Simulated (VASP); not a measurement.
# A VASP study of InPd (r2SCAN + rVV10): structure first, properties next, part 3 of 5

What structure does InPd take at this level, and what are its properties? The start is a computed cell from the Materials Project.

VASP 6.6.1; r2SCAN with rVV10; plane waves and PAW (In_d, Pd).

Still holding for the runs below: This run has no spin polarisation. Its electron count is odd, so without a moment it is a metal by construction. The k-mesh is coarse for a metal.

So far. Step 3 (Second relaxation): It ends with forces that vanish by symmetry and a pressure of -0.05 GPa. The volume moved by under 0.01 %: the run met its threshold at the first step. Step 4 (Density, ELF and potential (r2SCAN + rVV10)): In this run the pressure is -0.21 GPa, small enough to go on.

## Step 5: Band structure (r2SCAN + rVV10)

Levels along the symmetry lines show where the bands peak and cross; KPOINTS_OPT computes them in the converged potential.

Input file INCAR:

```
SYSTEM = InPd
PREC = Accurate
ENCUT = 400
EDIFF = 1E-06
NELM = 100
ISMEAR = 1
SIGMA = 0.2
LREAL = .FALSE.
ALGO = Normal
METAGGA = R2SCAN
LUSE_VDW = .TRUE.
IVDW_NL = 2
BPARAM = 11.95
CPARAM = 0.0093
LASPH = .TRUE.
NBANDS = 23
LORBIT = 11
LWAVE = .FALSE.
LCHARG = .FALSE.
KPAR = 2
```

Input file POSCAR:

```
InPd
1.0
    3.2593201929      0.0000000000      0.0000000000
    0.0000000000      3.2593201929      0.0000000000
    0.0000000000      0.0000000000      3.2593201929
In Pd
1 1
Direct
    0.0000000000      0.0000000000      0.0000000000
    0.5000000000      0.5000000000      0.5000000000
```

Input file KPOINTS:

```
Automatic mesh
0
Gamma
6 6 6
0 0 0
```

Input file KPOINTS_OPT:

```
Line mode
16
Line-mode
Reciprocal
  0.00000000   0.00000000   0.00000000 GAMMA
  0.00000000   0.50000000   0.00000000 X

  0.00000000   0.50000000   0.00000000 X
  0.50000000   0.50000000   0.00000000 M

  0.50000000   0.50000000   0.00000000 M
  0.00000000   0.00000000   0.00000000 GAMMA

  0.00000000   0.00000000   0.00000000 GAMMA
  0.50000000   0.50000000   0.50000000 R

  0.50000000   0.50000000   0.50000000 R
  0.00000000   0.50000000   0.00000000 X

  0.50000000   0.50000000   0.00000000 M
  0.50000000   0.50000000   0.50000000 R
```

The projector-augmented-wave data sets are In_d and Pd (PBE family, release 64).

Command:

```
mpirun -np 2 vasp_std
```

The log of the run:

```text
[... set-up lines as in an earlier step ...]
 entering main loop
       N       E                     dE             d eps       ncg     rms          rms(c)
Total rVV10 correction in eV:      0.6134774    28.2377842
Total rVV10 correction in eV:      0.6134774    28.2377842
DAV:   1     0.118452173609E+03    0.11845E+03   -0.91407E+03   989   0.115E+03
DAV:   2    -0.414305654736E+02   -0.15988E+03   -0.15046E+03  1011   0.305E+02
DAV:   3    -0.512523154996E+02   -0.98218E+01   -0.97734E+01  1074   0.731E+01
DAV:   4    -0.514831794623E+02   -0.23086E+00   -0.23071E+00  1247   0.101E+01
DAV:   5    -0.514962515106E+02   -0.13072E-01   -0.13072E-01  1326   0.221E+00    0.911E+00
Total rVV10 correction in eV:      0.5950435    28.2377834
Total rVV10 correction in eV:      0.5950435    28.2377834
DAV:   6    -0.461014996495E+02    0.53948E+01   -0.33697E+00  1159   0.216E+01    0.394E+00
Total rVV10 correction in eV:      0.5975811    28.2377834
Total rVV10 correction in eV:      0.5975811    28.2377834
DAV:   7    -0.460061874049E+02    0.95312E-01   -0.30585E-01  1238   0.439E+00    0.257E+00
Total rVV10 correction in eV:      0.5946996    28.2377834
Total rVV10 correction in eV:      0.5946996    28.2377834
DAV:   8    -0.460117940126E+02   -0.56066E-02   -0.22364E-02  1178   0.105E+00    0.115E+00
Total rVV10 correction in eV:      0.5918657    28.2377834
Total rVV10 correction in eV:      0.5918657    28.2377834
DAV:   9    -0.460121223878E+02   -0.32838E-03   -0.11787E-02  1159   0.877E-01    0.193E-01
Total rVV10 correction in eV:      0.5915896    28.2377834
Total rVV10 correction in eV:      0.5915896    28.2377834
DAV:  10    -0.460123870132E+02   -0.26463E-03   -0.91881E-04  1468   0.233E-01    0.247E-01
Total rVV10 correction in eV:      0.5913880    28.2377834
Total rVV10 correction in eV:      0.5913880    28.2377834
DAV:  11    -0.460124343435E+02   -0.47330E-04   -0.17329E-04  1294   0.125E-01    0.559E-02
Total rVV10 correction in eV:      0.5915793    28.2377834
Total rVV10 correction in eV:      0.5915793    28.2377834
DAV:  12    -0.460124194388E+02    0.14905E-04   -0.63241E-05  1305   0.102E-01    0.119E-01
Total rVV10 correction in eV:      0.5916103    28.2377834
Total rVV10 correction in eV:      0.5916103    28.2377834
DAV:  13    -0.460124198892E+02   -0.45045E-06   -0.44023E-06  1189   0.156E-02
Total rVV10 correction in eV:      0.5915976    28.2377834
Total rVV10 correction in eV:      0.5915976    28.2377834
Total rVV10 correction in eV:      0.5916183    28.2377834
Total rVV10 correction in eV:      0.5916183    28.2377834
   1 F= -.46012420E+02 E0= -.46013731E+02  d E =0.393392E-02
 Start KPOINTS_OPT (optional k-point list driver)
k-point batch [1-20\96]
       N       E                     dE             ncg
DAV:   1     0.419927343728E+04   -0.27161E+04      966
DAV:   2     0.884053029244E+03   -0.33152E+04      955
DAV:   3     0.662586405454E+03   -0.22147E+03     1179
DAV:   4     0.657302366588E+03   -0.52840E+01     1206
DAV:   5     0.657043427651E+03   -0.25894E+00     1333
DAV:   6     0.657040948320E+03   -0.24793E-02     1331
DAV:   7     0.657040881119E+03   -0.67201E-04     1336
DAV:   8     0.657040880753E+03   -0.36567E-06      817
[...]
k-point batch [81-96\96]
       N       E                     dE             ncg
DAV:   1     0.542036511990E+04   -0.11111E+05      805
DAV:   2     0.305048628966E+04   -0.23699E+04      778
DAV:   3     0.289911206275E+04   -0.15137E+03      925
DAV:   4     0.289557480569E+04   -0.35373E+01     1000
DAV:   5     0.289541434762E+04   -0.16046E+00     1044
DAV:   6     0.289541079657E+04   -0.35510E-02     1049
DAV:   7     0.289541074279E+04   -0.53780E-04     1073
DAV:   8     0.289541074200E+04   -0.78527E-06      768
```

The job ended after 71 s (2 MPI ranks of Intel Xeon Platinum 8259CL at 2.50GHz (Skylake/Cascade Lake), shared host; peak memory 0.42 GiB; 2.3 min of CPU time).

OUTCAR, selected parts (step 5):

```text
   k-points           NKPTS =     20   k-points in BZ     NKDIM =     20   number of bands    NBANDS=     23

   NELECT =      23.0000    total number of electrons

 E-fermi :  10.6131

 k-point     1 :       0.0000    0.0000    0.0000
  band No.  band energies     occupation
    ...
      7       6.4765      2.00000
      8       6.4765      2.00000
      9       8.1263      2.00000
     10       8.1263      2.00000
     11       8.1263      2.00000
     12      15.0825      0.00000
     13      15.0825      0.00000
     14      15.0825      0.00000
     15      20.8421      0.00000
     16      21.5252      0.00000
    ...

  Total       -0.0420795     -0.0420795     -0.0420795      0.0000000      0.0000000     -0.0000000
  in kB       -1.9471532     -1.9471532     -1.9471532      0.0000000      0.0000000     -0.0000000
  external PRESSURE =      -1.9471532 kB  Pullay stress =       0.0000000 kB

  FREE ENERGIE OF THE ION-ELECTRON SYSTEM (eV)
  ---------------------------------------------------
  free  energy   TOTEN  =       -46.0124198892 eV

  energy  without entropy=      -46.0163538071  energy(sigma->0) =      -46.01373120

[... 8 parts as in an earlier step ...]

[... 9 further parts left out ...]
```

Spin-orbit coupling is off here; with elements this heavy it splits and shifts levels by tenths of an eV or more.

This step gave:

```yaml
bands: 23
pressure: -0.1947 GPa
```

The electronic bands at the labelled points (eV, zero at the Fermi level; # counts the bands kept, so #1 is VASP's band 6):

```
          point     #3     #4     #5     #6     #7     #8     #9    #10
              Γ  -4.14  -2.49  -2.49  -2.49   4.47   4.47   4.47  10.23
0.47 of the way  -4.13  -3.01  -3.01  -2.52   0.79   6.13   6.13  10.60
              X  -4.12  -3.53  -3.53  -2.56  -1.26  10.15  10.15  10.19
0.47 of the way  -3.72  -3.26  -3.19  -2.73  -1.28   4.84   6.13  10.16
              M  -2.92  -2.92  -2.54  -2.54  -1.90   1.63   2.59  10.15
0.53 of the way  -3.83  -3.43  -3.06  -2.70   1.44   2.48   7.36   9.96
              Γ  -4.14  -2.49  -2.49  -2.49   4.47   4.47   4.47  10.23
0.47 of the way  -3.91  -3.16  -3.16  -3.15   2.90   2.90   3.04  10.84
              R  -5.24  -1.86  -1.86   0.26   3.91   3.91   3.91   4.57
0.47 of the way  -4.40  -3.09  -2.70  -1.18  -0.72   3.83   5.54   6.31
              X  -4.12  -3.53  -3.53  -2.56  -1.26  10.15  10.15  10.19
      jump to M  -2.92  -2.92  -2.54  -2.54  -1.90   1.63   2.59  10.15
0.53 of the way  -4.69  -2.83  -1.88   0.49   0.49   1.09   2.89   6.27
              R  -5.24  -1.86  -1.86   0.26   3.91   3.91   3.91   4.57
```

Of the projections kept (In, Pd), the largest for each band there; the rest of the weight can lie on other orbitals:

```
point       #3       #4       #5       #6       #7       #8       #9      #10
    Γ  Pd 0.97  Pd 0.99  Pd 0.99  Pd 0.99  In 0.63  In 0.63  In 0.63  Pd 0.52
    X  Pd 1.00  Pd 0.95  Pd 0.95  Pd 1.00  Pd 0.94  In 0.70  In 0.70  In 1.00
    M  Pd 0.97  Pd 0.97  In 0.60  In 0.60  Pd 1.00  Pd 0.59  Pd 0.86  In 1.00
    Γ  Pd 0.97  Pd 0.99  Pd 0.99  Pd 0.99  In 0.63  In 0.63  In 0.63  Pd 0.52
    R  Pd 0.82  Pd 1.00  Pd 1.00  In 1.00  Pd 0.72  Pd 0.72  Pd 0.72  Pd 0.54
    X  Pd 1.00  Pd 0.95  Pd 0.95  Pd 1.00  Pd 0.94  In 0.70  In 0.70  In 1.00
```

There is no gap at this level.

## Step 6: Density of states (r2SCAN + rVV10)

Here the states are counted by energy and projected on the atoms. The mesh is finer than in the run before.

INCAR, as its differences from that of step 5:

```diff
@@ -5,3 +5,3 @@
 NELM = 100
-ISMEAR = 1
+ISMEAR = -5
 SIGMA = 0.2
@@ -20 +20,2 @@
 KPAR = 2
+NEDOS = 2001
```

POSCAR is that of step 5.

Input file KPOINTS:

```
Automatic mesh
0
Gamma
9 9 9
0 0 0
```

Command:

```
mpirun -np 2 vasp_std
```

The log of the run:

```text
[... set-up lines as in an earlier step ...]
 entering main loop
       N       E                     dE             d eps       ncg     rms          rms(c)
Total rVV10 correction in eV:      0.6134774    28.2377842
Total rVV10 correction in eV:      0.6134774    28.2377842
DAV:   1     0.115556245886E+03    0.11556E+03   -0.90986E+03  1729   0.111E+03
DAV:   2    -0.406492223153E+02   -0.15621E+03   -0.14703E+03  1680   0.301E+02
DAV:   3    -0.512422425245E+02   -0.10593E+02   -0.10513E+02  2002   0.744E+01
DAV:   4    -0.515101798399E+02   -0.26794E+00   -0.26783E+00  2041   0.109E+01
DAV:   5    -0.515238078459E+02   -0.13628E-01   -0.13619E-01  2426   0.227E+00    0.908E+00
Total rVV10 correction in eV:      0.5953258    28.2377834
Total rVV10 correction in eV:      0.5953258    28.2377834
DAV:   6    -0.461356888816E+02    0.53881E+01   -0.32943E+00  2017   0.216E+01    0.391E+00
Total rVV10 correction in eV:      0.5977747    28.2377834
Total rVV10 correction in eV:      0.5977747    28.2377834
DAV:   7    -0.460425010296E+02    0.93188E-01   -0.29826E-01  2187   0.435E+00    0.258E+00
Total rVV10 correction in eV:      0.5948618    28.2377834
Total rVV10 correction in eV:      0.5948618    28.2377834
DAV:   8    -0.460482722536E+02   -0.57712E-02   -0.22085E-02  2034   0.104E+00    0.114E+00
Total rVV10 correction in eV:      0.5920329    28.2377834
Total rVV10 correction in eV:      0.5920329    28.2377834
DAV:   9    -0.460488264311E+02   -0.55418E-03   -0.12091E-02  2031   0.888E-01    0.213E-01
Total rVV10 correction in eV:      0.5916955    28.2377834
Total rVV10 correction in eV:      0.5916955    28.2377834
DAV:  10    -0.460491171639E+02   -0.29073E-03   -0.10496E-03  2502   0.270E-01    0.210E-01
Total rVV10 correction in eV:      0.5915342    28.2377834
Total rVV10 correction in eV:      0.5915342    28.2377834
DAV:  11    -0.460491315567E+02   -0.14393E-04   -0.13726E-04  2300   0.103E-01    0.482E-02
Total rVV10 correction in eV:      0.5917501    28.2377834
Total rVV10 correction in eV:      0.5917501    28.2377834
DAV:  12    -0.460491229751E+02    0.85816E-05   -0.85178E-05  2263   0.119E-01    0.130E-01
Total rVV10 correction in eV:      0.5917748    28.2377834
Total rVV10 correction in eV:      0.5917748    28.2377834
DAV:  13    -0.460491211821E+02    0.17930E-05   -0.40436E-06  2038   0.149E-02    0.926E-02
Total rVV10 correction in eV:      0.5917843    28.2377834
Total rVV10 correction in eV:      0.5917843    28.2377834
DAV:  14    -0.460491171957E+02    0.39864E-05   -0.67182E-07  1458   0.869E-03    0.497E-02
Total rVV10 correction in eV:      0.5917767    28.2377834
Total rVV10 correction in eV:      0.5917767    28.2377834
DAV:  15    -0.460491163435E+02    0.85215E-06   -0.36880E-07  1288   0.621E-03
Total rVV10 correction in eV:      0.5917667    28.2377834
Total rVV10 correction in eV:      0.5917667    28.2377834
Total rVV10 correction in eV:      0.5917722    28.2377834
Total rVV10 correction in eV:      0.5917722    28.2377834
   1 F= -.46049116E+02 E0= -.46049116E+02  d E =0.000000E+00
 -----------------------------------------------------------------------------
|                                                                             |
|           W    W    AA    RRRRR   N    N  II  N    N   GGGG   !!!           |
|           W    W   A  A   R    R  NN   N  II  NN   N  G    G  !!!           |
|           W    W  A    A  R    R  N N  N  II  N N  N  G       !!!           |
|           W WW W  AAAAAA  RRRRR   N  N N  II  N  N N  G  GGG   !            |
|           WW  WW  A    A  R   R   N   NN  II  N   NN  G    G                |
|           W    W  A    A  R    R  N    N  II  N    N   GGGG   !!!           |
|                                                                             |
|     Tetrahedron method does not include variations of the Fermi             |
|     occupations, so forces and stress will be inaccurate. We suggest        |
|     using a different smearing scheme ISMEAR = 1 or 2 for metals in         |
|     relaxations.                                                            |
|                                                                             |
 -----------------------------------------------------------------------------
```

It took 61 s on 2 MPI ranks; peak memory 0.41 GiB; 2 min of CPU time.

OUTCAR, selected parts (step 6):

```text
   k-points           NKPTS =     35   k-points in BZ     NKDIM =     35   number of bands    NBANDS=     23

   NELECT =      23.0000    total number of electrons

 E-fermi :  10.6420

 k-point     1 :       0.0000    0.0000    0.0000
  band No.  band energies     occupation
    ...
      7       6.4961      2.00000
      8       6.4961      2.00000
      9       8.1511      2.00000
     10       8.1511      2.00000
     11       8.1511      2.00000
     12      15.0840      0.00000
     13      15.0840      0.00000
     14      15.0840      0.00000
     15      20.8413      0.00000
     16      21.5234      0.00000
    ...

  Total       -0.0395955     -0.0395955     -0.0395955     -0.0000000      0.0000000     -0.0000000
  in kB       -1.8322116     -1.8322116     -1.8322116     -0.0000000      0.0000000     -0.0000000
  external PRESSURE =      -1.8322116 kB  Pullay stress =       0.0000000 kB

  FREE ENERGIE OF THE ION-ELECTRON SYSTEM (eV)
  ---------------------------------------------------
  free  energy   TOTEN  =       -46.0491163435 eV

  energy  without entropy=      -46.0491163435  energy(sigma->0) =      -46.04911634

[... 7 parts as in an earlier step ...]

[... 10 further parts left out ...]
```

With tetrahedra the forces and stress of a metal are not exact derivatives of the energy.

Numbers from this step:

* SCF cycles: 15
* irreducible k-points: 35
* free energy (TOTEN): -46.05 eV
* Fermi energy: 10.64 eV
* pressure: -0.1832 GPa
* DOS at the Fermi level: 0.7166 states/eV/cell

The density of states has structure finer than the step of the table below, so its rows give means over 1 eV, whole bins alone (the curve runs from -12.0 to 7.94 eV). Peaks (eV: height): total -4.1: 5.36, -3.4: 6.52, -3.1: 5.01, -2.6: 6.77; Pd d -4.1: 4.24, -3.4: 5.58, -3.1: 4.32, -2.6: 6.05; In p -4.5: 0.409, -4.0: 0.207, -3.4: 0.206, 6.0: 0.250; Pd p -2.6: 0.101, 3.4: 0.112, 4.7: 0.118, 6.6: 0.116; In s -6.7: 0.352, 0.3: 0.113, 1.8: 0.159, 2.6: 0.221.

States under -12.0 eV and over 7.9 eV are left out. Table of density of states by energy, zero at the Fermi level; means over each step; values in states/eV/cell:

```
energy (eV)    total     Pd d     In p     Pd p    In s    Pd s
        -11  0.00156        0   8.5e-6   9.7e-6  6.5e-4  3.9e-4
        -10    0.132   5.2e-4  0.00284  0.00311  0.0530  0.0301
         -9    0.253  0.00545   0.0107   0.0122  0.0972  0.0469
         -8    0.396   0.0289   0.0205   0.0273   0.149  0.0497
         -7    0.855    0.187   0.0370   0.0551   0.307  0.0422
         -6    0.426    0.174   0.0363   0.0137  0.0930  0.0147
         -5     1.21    0.638    0.176   0.0375  0.0228  0.0826
         -4     2.86     2.14    0.188   0.0649  0.0123  0.0369
         -3     4.73     4.09    0.126   0.0705  0.0123  0.0302
         -2    0.841    0.640   0.0369   0.0404  0.0104  0.0165
         -1    0.881    0.508   0.0996   0.0631  0.0240  0.0570
          0    0.709    0.295    0.105   0.0729  0.0546  0.0415
          1    0.420    0.125   0.0785   0.0517  0.0399  0.0264
          2    0.621    0.166   0.0882   0.0583   0.128  0.0396
          3    0.781    0.162    0.120   0.0693   0.134  0.0975
          4    0.825    0.131    0.150    0.106  0.0790   0.112
          5    0.819    0.123    0.192    0.112  0.0463  0.0841
          6    0.843    0.123    0.222    0.100  0.0305  0.0868
          7    0.834    0.108    0.223    0.108  0.0222  0.0722
```

The finer mesh and the other smearing move the Fermi level by +0.03 eV from the 6×6×6 run, a small shift, which tests the Fermi level alone. Of the states within 0.3 eV of the Fermi level, the largest shares in the PAW spheres are Pd d 41 %, In p 15 % and Pd p 11 %. The rest lies in smaller channels or between the spheres.

[end of part 3 of 5]

[Lines on the potential files, build, host, timing and source positions are cut from VASP's logs without a mark.]

[Logs are printed without paths, hosts, clocks, repeated set-up lines and the standing remarks that a program may print on its own settings, such as how far it seeks lower states.]

[Hosts, paths, dates, database ids (printed as entryN), source tags and the programs' standing remarks are cut or masked in the printed files.]

[A measured line is paired with the nearest computed mode of its activity, which favours agreement.]
